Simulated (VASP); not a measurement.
These are PBE GGA, VASP's PBE PAW potentials (set 64) (plane waves; VASP) values and carry that method's errors.

VASP input:

File POSCAR:
```
ZnO
1
    3.1317610000     0.0000000000     0.0000000000
   -1.5658810000     2.7121850000     0.0000000000
    0.0000000000     0.0000000000    10.2525840000
Zn O
4 4
Direct
  0.0000000000   0.0000000000   0.0000000000
  0.0000000000   0.0000000000   0.5000000000
  0.6666670000   0.3333330000   0.7501800000
  0.3333330000   0.6666670000   0.2501800000
  0.0000000000   0.0000000000   0.8121600000
  0.0000000000   0.0000000000   0.3121600000
  0.6666670000   0.3333330000   0.5632900000
  0.3333330000   0.6666670000   0.0632900000
```

File KPOINTS:
```
Regular mesh
0
G
10 10 3
0 0 0
```

INCAR:
```
ALGO = Normal
EDIFF = 1E-6
ENCUT = 400
GGA = PE
ISIF = 2
ISMEAR = 0
LASPH = .TRUE.
LCHARG = .FALSE.
LMAXMIX = 4
LREAL = .FALSE.
LWAVE = .FALSE.
NELM = 100
PREC = Accurate
SIGMA = 0.1
SYSTEM = ZnO
```

POTCAR, in this order: Zn O (PBE.64 set). Program: vasp_std.

The resulting files:

File OSZICAR:
```
       N       E                     dE             d eps       ncg     rms          rms(c)
DAV:   1     0.686762222267E+03    0.68676E+03   -0.30702E+04  2432   0.213E+03
DAV:   2     0.551717414306E+02   -0.63159E+03   -0.60688E+03  2547   0.493E+02
DAV:   3    -0.375874761032E+02   -0.92759E+02   -0.91311E+02  2560   0.189E+02
DAV:   4    -0.413856682647E+02   -0.37982E+01   -0.37779E+01  2800   0.399E+01
DAV:   5    -0.414247251127E+02   -0.39057E-01   -0.39008E-01  2705   0.415E+00    0.247E+01
DAV:   6    -0.346223648927E+02    0.68024E+01   -0.22297E+01  3806   0.704E+01    0.156E+01
DAV:   7    -0.350687834259E+02   -0.44642E+00   -0.61974E+00  2531   0.196E+01    0.853E+00
DAV:   8    -0.350980265661E+02   -0.29243E-01   -0.15563E+00  3410   0.923E+00    0.250E+00
DAV:   9    -0.349812031839E+02    0.11682E+00   -0.39535E-01  3919   0.879E+00    0.426E-01
DAV:  10    -0.349890943587E+02   -0.78912E-02   -0.11099E-01  2534   0.201E+00    0.259E-01
DAV:  11    -0.349885781694E+02    0.51619E-03   -0.25753E-03  2719   0.462E-01    0.984E-02
DAV:  12    -0.349885979513E+02   -0.19782E-04   -0.43071E-04  3344   0.415E-01    0.403E-02
DAV:  13    -0.349886217469E+02   -0.23796E-04   -0.11457E-04  2713   0.872E-02    0.163E-02
DAV:  14    -0.349886241549E+02   -0.24079E-05   -0.37324E-06  2297   0.588E-02    0.125E-02
DAV:  15    -0.349886222121E+02    0.19427E-05   -0.84690E-06  2734   0.249E-02    0.270E-03
DAV:  16    -0.349886219353E+02    0.27682E-06   -0.13913E-06  1615   0.138E-02
   1 F= -.34988622E+02 E0= -.34988622E+02  d E =-.138827E-10
```

### OUTCAR
```
------------------------ aborting loop because EDIFF is reached ----------------------------------------
  FORCE on cell =-STRESS in cart. coord.  units (eV):
  Direction    XX          YY          ZZ          XY          YZ          ZX
  --------------------------------------------------------------------------------------
  Total        9.6347761      9.6347791      9.1933290     -0.0000018      0.0000000      0.0000000
  in kB      177.2600845    177.2601388    169.1383645     -0.0000327      0.0000000      0.0000000
  external PRESSURE =     174.5528626 kB  Pullay stress =       0.0000000 kB
  volume of cell :       87.08
      direct lattice vectors                 reciprocal lattice vectors
     3.131761000  0.000000000  0.000000000     0.319309168  0.184353265  0.000000000
    -1.565881000  2.712185000  0.000000000     0.000000000  0.368706412  0.000000000
     0.000000000  0.000000000 10.252584000     0.000000000  0.000000000  0.097536387
  FREE ENERGIE OF THE ION-ELECTRON SYSTEM (eV)
  ---------------------------------------------------
  free  energy   TOTEN  =       -34.9886219353 eV

  energy  without entropy=      -34.9886219353  energy(sigma->0) =      -34.98862194
```
(Selected blocks of OUTCAR.)

At this cut-off the stress carries a Pulay error, which pulls relaxed volumes low.

The structure was generated: ZnO was put into an ordered model structure, which need not be its known phase. The cell was not relaxed at this level.
